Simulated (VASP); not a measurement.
These are LDA (Ceperley-Alder, Perdew-Zunger), VASP's LDA PAW potentials (set 64) (plane waves; VASP) values and carry that method's errors.

VASP input:

INCAR:
```
ALGO  =  Normal
EDIFF  =  1E-7
ENCUT  =  520
ISIF  =  2
ISMEAR  =  -5
LASPH  =  T
LCHARG  =  T
LMAXMIX  =  4
LORBIT  =  11
LREAL  =  F
LWAVE  =  F
NEDOS  =  601
NELM  =  100
PREC  =  Accurate
SYSTEM  =  Bi
```

### POSCAR
```
Bi
8.091190
  0.4999999701  -0.2778033159  -0.0028885047
  0.4999999701   0.2778033159  -0.0028885047
  0.3482884667   0.0000000000   0.4537379644
Bi
2
Cartesian
  0.3198755603  -0.0000000000   0.1062767882
  1.0284128466  -0.0000000000   0.3416841668
```

File KPOINTS:
```
Automatic
0
G
  11 11 11
```

POTCAR, in this order: Bi_d (LDA.64 set). Program: vasp_std.

What VASP printed:

**OSZICAR**
```
       N       E                     dE             d eps       ncg     rms          rms(c)
DAV:   1     0.293595537234E+03    0.29360E+03   -0.16749E+04  5556   0.193E+03
DAV:   2     0.148119941180E+02   -0.27878E+03   -0.27493E+03  5572   0.461E+02
DAV:   3    -0.830763453172E+01   -0.23120E+02   -0.22769E+02  6463   0.155E+02
DAV:   4    -0.910833456469E+01   -0.80070E+00   -0.79933E+00  6251   0.313E+01
DAV:   5    -0.914860240138E+01   -0.40268E-01   -0.40269E-01  7541   0.639E+00    0.107E+00
DAV:   6    -0.913397879993E+01    0.14624E-01   -0.21965E-02  6756   0.173E+00    0.615E-01
DAV:   7    -0.912720927437E+01    0.67695E-02   -0.12972E-02  6537   0.140E+00    0.106E-01
DAV:   8    -0.912713594137E+01    0.73333E-04   -0.12753E-03  5903   0.468E-01    0.180E-02
DAV:   9    -0.912714071774E+01   -0.47764E-05   -0.54985E-05  8369   0.634E-02    0.737E-03
DAV:  10    -0.912713976429E+01    0.95346E-06   -0.22666E-06  6031   0.117E-02    0.145E-03
DAV:  11    -0.912713982335E+01   -0.59058E-07   -0.16351E-07  4134   0.386E-03
   1 F= -.91271398E+01 E0= -.91271398E+01  d E =0.000000E+00
```

### OUTCAR
```
------------------------ aborting loop because EDIFF is reached ----------------------------------------
  FORCE on cell =-STRESS in cart. coord.  units (eV):
  Direction    XX          YY          ZZ          XY          YZ          ZX
  --------------------------------------------------------------------------------------
  Total       -0.0069738      0.0182916      0.0155027      0.0000000      0.0000000     -0.0083943
  in kB       -0.1666020      0.4369799      0.3703529      0.0000000      0.0000000     -0.2005366
  external PRESSURE =       0.2135770 kB  Pullay stress =       0.0000000 kB
  volume of cell :       67.07
      direct lattice vectors                 reciprocal lattice vectors
     4.045594758 -2.247759412 -0.023371440     0.123045586 -0.222443735 -0.094449576
     4.045594758  2.247759412 -0.023371440     0.123045586  0.222443735 -0.094449576
     2.818068159  0.000000000  3.671280080     0.001566621  0.000000000  0.271182022
 POSITION                                       TOTAL-FORCE (eV/Angst)
 -----------------------------------------------------------------------------------
      2.58817      0.00000      0.85991         0.006517      0.000000      0.002165
      8.32108      0.00000      2.76463        -0.006517      0.000000     -0.002165
 -----------------------------------------------------------------------------------
    total drift:                               -0.000000     -0.000000     -0.000000
  FREE ENERGIE OF THE ION-ELECTRON SYSTEM (eV)
  ---------------------------------------------------
  free  energy   TOTEN  =        -9.1271398233 eV

  energy  without entropy=       -9.1271398233  energy(sigma->0) =       -9.12713982

 total charge

# of ion       s       p       d       tot
------------------------------------------
    1        1.533   1.381   9.915  12.828
    2        1.533   1.381   9.915  12.828
--------------------------------------------------
tot          3.065   2.761  19.829  25.656
```
(Selected blocks of OUTCAR.)

**OUTCAR**
```
 val. band max:        6.6407611903   @ k =   0.2727   0.2727   0.1818

 cond. band min:       6.5657106793   @ k =   0.4545   0.0000   0.0000


 Fermi energy:         6.5966366026

 k-point     1 :       0.0000    0.0000    0.0000
  band No.  band energies     occupation
      1     -16.3056      2.00000
      2     -16.3056      2.00000
      3     -16.1341      2.00000
      4     -16.1341      2.00000
      5     -16.1228      2.00000
      6     -15.9249      2.00000
      7     -15.9162      2.00000
      8     -15.9162      2.00000
      9     -15.7798      2.00000
     10     -15.7798      2.00000
     11      -6.7307      2.00000
     12      -0.6722      2.00000
     13       5.0973      2.00000
     14       5.3257      2.00000
     15       5.3257      2.00000
     16       9.4281      0.00000
     17       9.7265      0.00000
     18       9.7265      0.00000
     19      12.1986      0.00000

 k-point     2 :       0.0909   -0.0000    0.0000
  band No.  band energies     occupation
      1     -16.2977      2.00000
      2     -16.2966      2.00000
      3     -16.1306      2.00000
      4     -16.1289      2.00000
      5     -16.1182      2.00000
      6     -15.9291      2.00000
      7     -15.9205      2.00000
      8     -15.9196      2.00000
      9     -15.7898      2.00000
     10     -15.7883      2.00000
     11      -6.6491      2.00000
     12      -0.8828      2.00000
     13       5.1379      2.00000
     14       5.3319      2.00000
     15       5.3601      2.00000
     16       9.2210      0.00000
     17       9.3423      0.00000
     18       9.4911      0.00000
     19      11.8288      0.00000

 k-point     3 :       0.1818   -0.0000    0.0000
  band No.  band energies     occupation
      1     -16.2752      2.00000
      2     -16.2703      2.00000
      3     -16.1210      2.00000
      4     -16.1142      2.00000
      5     -16.1042      2.00000
      6     -15.9426      2.00000
      7     -15.9330      2.00000
...
```

For a metal the tetrahedron method with Blöchl corrections gives inexact stress and forces. Unless said otherwise, spin-orbit coupling is left out, though it shifts the bands of the heavy elements here.

The compound is Bi in the a7 structure. It was relaxed first, which changed the volume by -5 %.
